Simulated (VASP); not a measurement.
The system is Re.

```xyz
2
Lattice="2.7509 0.0000 0.0000 -1.3755 2.3823 0.0000 0.0000 0.0000 4.4430" Properties=species:S:1:pos:R:3 pbc="T T T"
Re    0.0000    1.5882    1.1108
Re    1.3755    0.7941    3.3323
```

Base run:

| Property | Result |
| --- | --- |
| Program | VASP 6.6.1 |
| Functional | PBEsol |
| Potentials or basis | VASP PAW PBE potentials, release 64 (Re) |
| Cutoff | 700 eV |
| k mesh | 18 × 18 × 10 |
| Occupations | gaussian, width 0.1 eV |
| Spin | no spin polarisation |

Its results: band gap on the k mesh none (metal or under the smearing width); pressure 0.0 GPa.

After a change of settings the same cell gave: band gap on the k mesh none (metal or under the smearing width); pressure 3.9 GPa. Which change was it?
A. functional from PBEsol to r2SCAN; cutoff from 700 eV to 520 eV
B. cutoff from 700 eV to 520 eV; occupations from gaussian, width 0.1 eV to gaussian, width 0.5 eV
C. cutoff from 700 eV to 520 eV; k mesh from 18 × 18 × 10 to 27 × 27 × 14
D. cutoff from 700 eV to 900 eV

A.

Caveats: the PAW data sets were made with another functional, which shifts forces and pressure a little.
